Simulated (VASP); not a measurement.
Input:

```
CSi
1.0
    0.00000     2.18000     2.18000
    2.18000     0.00000     2.18000
    2.18000     2.18000     0.00000
Si C
1 1
Cartesian
  0.00000   0.00000   0.00000
  1.09000   1.09000   1.09000
```

These are PBE GGA, VASP's PBE PAW potentials (set 64) (plane waves; VASP) values and carry that method's errors. Settings: 520 eV cut-off, 8×8×8 Γ-centred mesh, Gaussian smearing of 0.050 eV, potentials Si C.

Problem. Give the stress tensor in GPa (positive for a compressed cell).

Solution. 
```
2.92  0.00  0.00
0.00  2.92  0.00
0.00  0.00  2.92
```
The pressure is its mean diagonal, 2.92 GPa.

The compound is SiC in the zinc blende structure. The cell was not relaxed at this level.
